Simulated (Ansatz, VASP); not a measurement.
# Cross-check of Ta (generalised stacking fault on (110) of Ta) between VASP and Ansatz, part 2 of 2

One calculation is typed for both programs; each brings its own data sets. How far apart do they land? Of the first pair: The structure shown is the start of the Ansatz relaxation below; VASP solves that cell, so the two are compared at the walk's first step.

VASP 6.6.1 and Ansatz 0.2.0.

So far. Step 3 (VASP: single point, PBE, start cell, pair 1): The run ends at a pressure of 1.21 GPa, with forces up to 0.17 eV/Å.

## 5. VASP: single point, PBE, pair 2

Level of this step: PBE; plane waves and PAW (Ta_pv) (VASP).

With cell and atoms fixed, the geometry can't cause a difference; cores, projectors, grids and the points listed under the comparison can.

INCAR

```
SYSTEM = Ta
PREC = Accurate
ENCUT = 500
EDIFF = 1E-06
NELM = 120
ISMEAR = -1
SIGMA = 0.1
LREAL = .FALSE.
ALGO = Normal
GGA = PE
NBANDS = 81
LASPH = .TRUE.
LORBIT = 11
LWAVE = .FALSE.
LCHARG = .FALSE.
ISIF = 2
GGA_COMPAT = .FALSE.
KPAR = 2
```

POSCAR

```
Ta
1.0
    2.8752000000      0.0000000000      0.0000000000
   -0.9584000000      2.7107700000      0.0000000000
    0.2396000000      0.0000000000     28.1711300000
Ta
12
Direct
    0.9851800000      0.0000000000      0.1777800000
    0.4782600000      0.5000000000      0.2609100000
    0.9713200000      0.0000000000      0.3441900000
    0.4643700000      0.5000000000      0.4275300000
    0.9574300000      0.0000000000      0.5108500000
    0.4504800000      0.5000000000      0.5941600000
    0.9435400000      0.0000000000      0.6774800000
    0.4366000000      0.5000000000      0.7607900000
    0.9296600000      0.0000000000      0.8441100000
    0.4227100000      0.5000000000      0.9274500000
    0.9157700000      0.0000000000      0.0107300000
    0.4088500000      0.5000000000      0.0938600000
```

KPOINTS

```
Automatic mesh
0
Gamma
10 10 1
0 0 0
```

Potentials, in the order of the species: Ta_pv (PBE family, release 64).

Command:

```bash
$ mpirun -np 2 vasp_std
```

Numbers of over 12 decimals in the logs are rounded to 6 here.

Log:

```text
[banner, memory and clock lines left out]
running    2 mpi-ranks, on    1 nodes
[...]
LDA part: xc-table for (Slater+PW92), standard interpolation
 POSCAR, INCAR and KPOINTS ok, starting setup
[...]
entering main loop
       N       E                     dE             d eps       ncg     rms          rms(c)
DAV:   1     0.141313641602E+04    0.14131E+04   -0.70235E+04  8424   0.166E+03
DAV:   2    -0.703151490541E+02   -0.14835E+04   -0.14437E+04  8975   0.513E+02
DAV:   3    -0.145146636373E+03   -0.74831E+02   -0.70477E+02 10413   0.985E+01
DAV:   4    -0.147564811936E+03   -0.24182E+01   -0.23604E+01  9984   0.155E+01
[...]
DAV:  23    -0.141954040371E+03    0.96530E-05   -0.91743E-06  7080   0.127E-02    0.305E-02
DAV:  24    -0.141954028661E+03    0.11710E-04   -0.21175E-05  7936   0.178E-02    0.176E-02
DAV:  25    -0.141954027880E+03    0.78162E-06   -0.23858E-06  6920   0.576E-03
   1 F= -.14195403E+03 E0= -.14169086E+03  d E =-.526330E+00
```

OUTCAR, selected parts (step 5):

```text
  Total        0.6776792      1.0289134      0.8155127      0.0823376     -0.0820225     -0.5578786
  in kB        4.9450389      7.5080028      5.9508132      0.6008194     -0.5985197     -4.0708518
  external PRESSURE =       6.1346183 kB  Pullay stress =       0.0000000 kB

 POSITION                                       TOTAL-FORCE (eV/Angst)
 -----------------------------------------------------------------------------------
      2.87519      0.00000      5.00826        -0.346501     -0.150986      0.004708
      0.95841      1.35539      7.35013         0.054110      0.051584      0.001748
      2.87521      0.00000      9.69622        -0.005828     -0.016068      0.000237
      0.95839      1.35539     12.04400        -0.004168      0.005329     -0.000266
      2.87520      0.00000     14.39122        -0.004213     -0.000019      0.000596
      0.95838      1.35539     16.73816         0.004213      0.002402      0.000800
      2.87519      0.00000     19.08538        -0.004131     -0.002359     -0.001105
      0.95840      1.35539     21.43231         0.004101     -0.000034     -0.000521
      2.87521      0.00000     23.77953         0.004211     -0.005304      0.000288
      0.95839      1.35539     26.12731         0.005863      0.016088     -0.000207
      2.63559      0.00000      0.30228        -0.054175     -0.051619     -0.001538
      0.71881      1.35539      2.64414         0.346517      0.150985     -0.004739
 -----------------------------------------------------------------------------------
    total drift:                               -0.000028     -0.000036      0.000257

  FREE ENERGIE OF THE ION-ELECTRON SYSTEM (eV)
  ---------------------------------------------------
  free  energy   TOTEN  =      -141.9540278798 eV

  energy  without entropy=     -141.4276975068  energy(sigma->0) =     -141.69086269

[... 1 part as in an earlier step ...]

[... 2 further parts left out ...]
[key lines of the parts left out:]
E-fermi :   5.3718
```

The run ends at a pressure of 0.61 GPa, with forces up to 0.38 eV/Å.

## 6. Ansatz: single point, PBE, pair 2

The same cell, functional, mesh and smearing now go to Ansatz, which takes its cutoff from its data sets.

The cell is taken from a series of runs on this material, whose earlier steps may have relaxed, scaled, displaced or heated it; both programs get it as it stands.

input.yaml

```yaml
crystal:
  lattice:
    - [2.8752, 0.0, 0.0]
    - [-0.9584, 2.71077, 0.0]
    - [0.2396, 0.0, 28.17113]
  atoms:
    - { symbol: Ta, position: [0.98518, 0.0, 0.17778] }
    - { symbol: Ta, position: [0.47826, 0.5, 0.26091] }
    - { symbol: Ta, position: [0.97132, 0.0, 0.34419] }
    - { symbol: Ta, position: [0.46437, 0.5, 0.42753] }
    - { symbol: Ta, position: [0.95743, 0.0, 0.51085] }
    - { symbol: Ta, position: [0.45048, 0.5, 0.59416] }
    - { symbol: Ta, position: [0.94354, 0.0, 0.67748] }
    - { symbol: Ta, position: [0.4366, 0.5, 0.76079] }
    - { symbol: Ta, position: [0.92966, 0.0, 0.84411] }
    - { symbol: Ta, position: [0.42271, 0.5, 0.92745] }
    - { symbol: Ta, position: [0.91577, 0.0, 0.01073] }
    - { symbol: Ta, position: [0.40885, 0.5, 0.09386] }
kpoints:
  mp_grid: { grid: [10, 10, 1] }
hamiltonian:
  xc: pbe
scf:
  occupations: { method: fermi_dirac, width: 0.1 }
output:
  forces: true
  stress: true
  populations: true
  dos:
    method: { smearing: { sigma: 0.08 } }
    de: 0.1
    projected: { site_lists: { Ta: [Ta] } }
  eigenvalues: true
  write_density: true
  write_potential: true
  volumetric_format: npy
```

Command:

```bash
$ ansatz run input.yaml --threads 5 --pin off --max-ram 81920MiB --backend cuda --events-out ev --progress --plain --runs-dir out
```

Log:

```text
[...]
--- Löwdin populations: 12 sites ---
  site symbol       q [e]
     0     Ta     12.9082
     1     Ta     12.9069
     2     Ta     12.9078
     3     Ta     12.9073
     4     Ta     12.9074
     5     Ta     12.9074
     6     Ta     12.9074
     7     Ta     12.9074
     8     Ta     12.9073
     9     Ta     12.9078
    10     Ta     12.9069
    11     Ta     12.9082
  spilling = 0.007115 (of n_electrons = 156.000000)
[key lines of the parts left out:]
SCF converged after 6 iterations
Free energy (F): -119187.211848 eV
Fermi energy:    18.322662 eV
P = ⅓ Tr σ = 0.5216 GPa (5.216 kbar)
```

## 7. Comparison

What differs besides the data sets and the points named for the pairs above, as far as they apply: the data sets hold 156 valence electrons in Ansatz (on its default PAW (the set named soft_2) files) and 132 in VASP; the cutoff is 420 eV in Ansatz and 500 eV in VASP. Total energies have different zeros and are not compared.

The two programs side by side:

```csv
quantity,Ansatz,VASP,difference
pressure (GPa),0.52,0.61,-0.09
```

Forces on 9 of the 12 atoms, those with the largest forces and the largest differences (eV/Å; atoms numbered as in POSCAR):

```csv
atom,"Ansatz x, y, z","VASP x, y, z"
Ta1,"-0.347, -0.151, 0.004","-0.347, -0.151, 0.005"
Ta2,"0.054, 0.052, 0.001","0.054, 0.052, 0.002"
Ta3,"-0.006, -0.016, 0.000","-0.006, -0.016, 0.000"
Ta5,"-0.004, 0.000, -0.001","-0.004, 0.000, 0.001"
Ta8,"0.004, 0.000, 0.001","0.004, 0.000, -0.001"
Ta9,"0.004, -0.005, 0.000","0.004, -0.005, 0.000"
Ta10,"0.006, 0.016, 0.000","0.006, 0.016, 0.000"
Ta11,"-0.054, -0.052, -0.001","-0.054, -0.052, -0.002"
Ta12,"0.347, 0.151, -0.004","0.347, 0.151, -0.005"
```

The forces differ by 0.6 meV/Å r.m.s., which is 0.6 % of the r.m.s. force of 0.091 eV/Å (both taken over all components).

## 8. Ansatz: single point, PBE, pair 3

A single point gives forces, pressure and levels at one fixed geometry, so differences don't come from the geometry; what else differs is listed under the comparison.

The cell is taken from a series of runs on this material, whose earlier steps may have relaxed, scaled, displaced or heated it; both programs get it as it stands.

input.yaml, the sections that differ from step 6:

```yaml
crystal:
  lattice:
    - [2.8752, 0.0, 0.0]
    - [-0.9584, 2.71077, 0.0]
    - [0.4792, 0.0, 28.17113]
  atoms:
    - { symbol: Ta, position: [0.97027, 0.0, 0.17841] }
    - { symbol: Ta, position: [0.45646, 0.5, 0.26127] }
    - { symbol: Ta, position: [0.9426, 0.0, 0.34434] }
    - { symbol: Ta, position: [0.42873, 0.5, 0.42767] }
    - { symbol: Ta, position: [0.91484, 0.0, 0.51093] }
    - { symbol: Ta, position: [0.40098, 0.5, 0.59419] }
    - { symbol: Ta, position: [0.88709, 0.0, 0.67745] }
    - { symbol: Ta, position: [0.37322, 0.5, 0.76071] }
    - { symbol: Ta, position: [0.85933, 0.0, 0.84397] }
    - { symbol: Ta, position: [0.34546, 0.5, 0.9273] }
    - { symbol: Ta, position: [0.8316, 0.0, 0.01037] }
    - { symbol: Ta, position: [0.31779, 0.5, 0.09323] }
# kpoints, hamiltonian, scf, output: as in step 6
```

Log:

```text
[...]
GPU FFT provider: cuFFT
GPU libraries: cuBLAS 13.8.2, cuFFT 12.4.0, cuSOLVER 12.3.4
Crystal: 12 atoms, lattice volume = 219.566 Å³
Basis set: ecut = 420 eV, 4289 PW (Γ), exchange–correlation on 40×40×384 points (8 copies of the dense FFT grid, shifted against one another)
[...]
--- Löwdin populations: 12 sites ---
  site symbol       q [e]
     0     Ta     12.9099
     1     Ta     12.9051
     2     Ta     12.9090
     3     Ta     12.9072
     4     Ta     12.9075
     5     Ta     12.9075
     6     Ta     12.9075
     7     Ta     12.9075
     8     Ta     12.9072
     9     Ta     12.9090
    10     Ta     12.9051
    11     Ta     12.9099
  spilling = 0.007101 (of n_electrons = 156.000000)
[key lines of the parts left out:]
SCF converged after 6 iterations
Free energy (F): -119187.125854 eV
Fermi energy:    18.333773 eV
P = ⅓ Tr σ = 0.6439 GPa (6.439 kbar)
```

## 9. VASP: single point, PBE, pair 3

The same cell, functional, mesh and smearing now go to VASP, with its own data sets.

INCAR is that of step 5.

POSCAR

```
Ta
1.0
    2.8752000000      0.0000000000      0.0000000000
   -0.9584000000      2.7107700000      0.0000000000
    0.4792000000      0.0000000000     28.1711300000
Ta
12
Direct
    0.9702700000      0.0000000000      0.1784100000
    0.4564600000      0.5000000000      0.2612700000
    0.9426000000      0.0000000000      0.3443400000
    0.4287300000      0.5000000000      0.4276700000
    0.9148400000      0.0000000000      0.5109300000
    0.4009800000      0.5000000000      0.5941900000
    0.8870900000      0.0000000000      0.6774500000
    0.3732200000      0.5000000000      0.7607100000
    0.8593300000      0.0000000000      0.8439700000
    0.3454600000      0.5000000000      0.9273000000
    0.8316000000      0.0000000000      0.0103700000
    0.3177900000      0.5000000000      0.0932300000
```

KPOINTS is that of step 5.

Command:

```bash
$ mpirun -np 2 vasp_std
```

Log:

```text
[... set-up lines as in an earlier step ...]
 entering main loop
       N       E                     dE             d eps       ncg     rms          rms(c)
DAV:   1     0.141604745212E+04    0.14160E+04   -0.70409E+04  8424   0.166E+03
DAV:   2    -0.679405272113E+02   -0.14840E+04   -0.14440E+04  8864   0.513E+02
DAV:   3    -0.144797384556E+03   -0.76857E+02   -0.71802E+02 10399   0.989E+01
DAV:   4    -0.147465869064E+03   -0.26685E+01   -0.25954E+01 10024   0.158E+01
[...]
DAV:  28    -0.141868191833E+03    0.11980E-05   -0.75187E-06  8328   0.173E-02    0.949E-03
DAV:  29    -0.141868190136E+03    0.16970E-05   -0.28114E-06  6400   0.109E-02    0.610E-03
DAV:  30    -0.141868189403E+03    0.73249E-06   -0.18939E-06  5728   0.639E-03
   1 F= -.14186819E+03 E0= -.14161027E+03  d E =-.515837E+00
```

OUTCAR, selected parts (step 9):

```text
  Total        0.5895781      1.3509794      1.0659012     -0.0626341     -0.0792135     -0.6842872
  in kB        4.3021636      9.8581250      7.7779031     -0.4570422     -0.5780225     -4.9932580
  external PRESSURE =       7.3127306 kB  Pullay stress =       0.0000000 kB

 POSITION                                       TOTAL-FORCE (eV/Angst)
 -----------------------------------------------------------------------------------
      2.87521      0.00000      5.02601        -0.453772     -0.221072     -0.005590
      0.95841      1.35539      7.36027         0.083852      0.088440      0.000468
      2.87517      0.00000      9.70045        -0.008594     -0.027702      0.000687
      0.95842      1.35539     12.04795        -0.006064      0.007941      0.001509
      2.87519      0.00000     14.39348        -0.006958     -0.000656      0.000112
      0.95843      1.35539     16.73900         0.006665      0.004534     -0.001327
      2.87520      0.00000     19.08453        -0.006664     -0.004532      0.001438
      0.95841      1.35539     21.43006         0.006911      0.000632     -0.000005
      2.87518      0.00000     23.77559         0.006109     -0.007915     -0.001583
      0.95843      1.35539     26.12309         0.008633      0.027724     -0.000799
      2.39599      0.00000      0.29213        -0.083944     -0.088491     -0.000556
      0.47919      1.35539      2.62639         0.453828      0.221097      0.005646
 -----------------------------------------------------------------------------------
    total drift:                                0.000009     -0.000006     -0.000166

  FREE ENERGIE OF THE ION-ELECTRON SYSTEM (eV)
  ---------------------------------------------------
  free  energy   TOTEN  =      -141.8681894035 eV

  energy  without entropy=     -141.3523523589  energy(sigma->0) =     -141.61027088

[... 1 part as in an earlier step ...]

[... 2 further parts left out ...]
[key lines of the parts left out:]
E-fermi :   5.3830
```

The run ends at a pressure of 0.73 GPa, with forces up to 0.50 eV/Å.

## 10. Side by side

What differs besides the data sets and the points named for the pairs above, as far as they apply: the data sets hold 156 valence electrons in Ansatz (on its default PAW (the set named soft_2) files) and 132 in VASP. Total energies have different zeros and are not compared.

Both answers:

| quantity | Ansatz | VASP | difference |
| --- | --- | --- | --- |
| pressure (GPa) | 0.64 | 0.73 | -0.09 |

Forces on 7 of the 12 atoms, those with the largest forces and the largest differences (eV/Å; atoms numbered as in POSCAR):

```csv
atom,"Ansatz x, y, z","VASP x, y, z"
Ta1,"-0.455, -0.221, -0.007","-0.454, -0.221, -0.006"
Ta2,"0.084, 0.089, 0.000","0.084, 0.088, 0.000"
Ta3,"-0.009, -0.028, 0.000","-0.009, -0.028, 0.001"
Ta9,"0.006, -0.008, -0.001","0.006, -0.008, -0.002"
Ta10,"0.009, 0.028, 0.000","0.009, 0.028, -0.001"
Ta11,"-0.084, -0.089, 0.000","-0.084, -0.088, -0.001"
Ta12,"0.455, 0.221, 0.007","0.454, 0.221, 0.006"
```

The forces differ by 0.4 meV/Å r.m.s., which is 0.4 % of the r.m.s. force of 0.123 eV/Å (both taken over all components).

## 11. Results

| Property | Result |
| --- | --- |
| r.m.s. force difference (single point, PBE, start cell, pair 1) | 0.71 meV/Å |
| r.m.s. force difference (single point, PBE, pair 2) | 0.57 meV/Å |
| r.m.s. force difference (single point, PBE, pair 3) | 0.43 meV/Å |

The r.m.s. force difference is 0.71 meV/Å (single point, PBE, start cell, pair 1), within the 12 meV/Å picked in this series as the mark of a large difference. The data sets hold unlike numbers of valence electrons (156 in Ansatz and 132 in VASP), so part of the differences comes from the potentials. 1 further run of this series is not shown here. How closely two codes agree says nothing of how well the functional describes the real material.

[Lines on the potential files, build, host, timing and source positions are cut from VASP's logs without a mark.]

[Logs are printed without paths, hosts, clocks, repeated set-up lines and the standing remarks that a program may print on its own settings, such as how far it seeks lower states.]

[Hosts, paths, dates, database ids (printed as entryN), source tags and the programs' standing remarks are cut or masked in the printed files.]
